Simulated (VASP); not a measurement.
Given:

```xyz
2
Lattice="0.0000 2.7698 2.7698 2.7698 0.0000 2.7698 2.7698 2.7698 0.0000" Properties=species:S:1:pos:R:3 pbc="T T T"
Si     0.0000     0.0000     0.0000
Si     1.3849     1.3849     1.3849
```

The numbers are results of PBE GGA, VASP's PBE PAW potentials (set 64) (plane waves; VASP), not measurements. Run with 400 eV cut-off, KSPACING 0.2 per Å, Gaussian smearing of 0.050 eV, potentials Si.

Problem. Give the stress tensor in GPa (positive for a compressed cell).

Solution. 
```
-3.16   0.00   0.00
 0.00  -3.16   0.00
 0.00   0.00  -3.16
```
The pressure is its mean diagonal, -3.16 GPa.

The compound is Si in the diamond structure. The cell was not relaxed at this level. The run is one of a series of settings (KGAMMA = .TRUE., KSPACING = 0.2, KPOINTS file removed against the base run), some of them coarse on purpose.
